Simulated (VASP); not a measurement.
A run of VASP 6.6.1 is set up as follows.

The input INCAR:

```
PREC = Accurate
ENCUT = 520
EDIFF = 1E-7
ISMEAR = -1
SIGMA = 0.05
LREAL = Auto
LASPH = T
NELM = 100
ALGO = Normal
ISIF = 2
LWAVE = F
LCHARG = T
GGA = PE
IVDW = 12
LELF = T
LVHAR = T
NBANDS = 33
```

Contents of KPOINTS:

```
regular mesh
0
Gamma
  1 1 1
```

POSCAR

```
H10SO4
1.0
    5.2414830000      0.0000000000      0.0000000000
    0.0000000000      5.2414830000      0.0000000000
    0.0000000000      0.0000000000      5.2414830000
O H S
4 10 1
Direct
    1.1534140242      0.1955744204      0.7796648391
    0.7967401592      1.2014729419      0.1909574065
    0.3934191907      0.9071096863      0.1447109530
    0.4757241414      0.5636191131      0.7912073739
    1.2244626187      0.0873607718      0.9193390497
    0.9747622953      0.2030722984      0.8536706119
    0.6208739015      1.1340111186      0.1652776514
    0.8808575741      1.0563041032      0.2794438139
    0.2666611720      0.8532318048      0.2677486505
    0.4216554742      0.7609869192      0.0181437200
    0.3575705578      0.4109333179      0.7773563322
    0.6219423014      0.5883449398      0.6774800185
    0.8520489335      0.5080623175      0.3182114680
    1.1338966472      0.5785194763      0.5737879909
    0.9091510933      0.7158279441      0.4760293985
```

Potentials or basis: VASP PAW PBE potentials, release 64 (O, H, S).

Command:

```sh
$ cat potpaw_PBE.64/O/POTCAR potpaw_PBE.64/H/POTCAR potpaw_PBE.64/S/POTCAR > POTCAR
$ mpirun -np 1 vasp_gam > vasp.out
```

Task: What does it give for the dispersion energy per atom?

Result: -0.049 eV.

Task: Estimate the pressure.

Result: 0.1 GPa.

Forces on the atoms (eV/Å):
```
O   -1.439 -0.589  0.721
O    0.032 -0.025 -0.493
O    0.246 -0.158 -0.707
O   -1.181  0.189  0.873
H    0.566 -0.103 -0.196
H    0.904  0.493 -0.449
H    0.205 -0.032  0.181
H   -0.090  0.378 -0.083
H   -0.460 -0.247  0.442
H    0.067  0.182  0.098
H    0.524  0.152 -0.174
H    0.223 -0.310 -0.310
H    0.016  0.194  0.222
H   -1.598  1.266 -0.607
S    1.984 -1.389  0.482
```
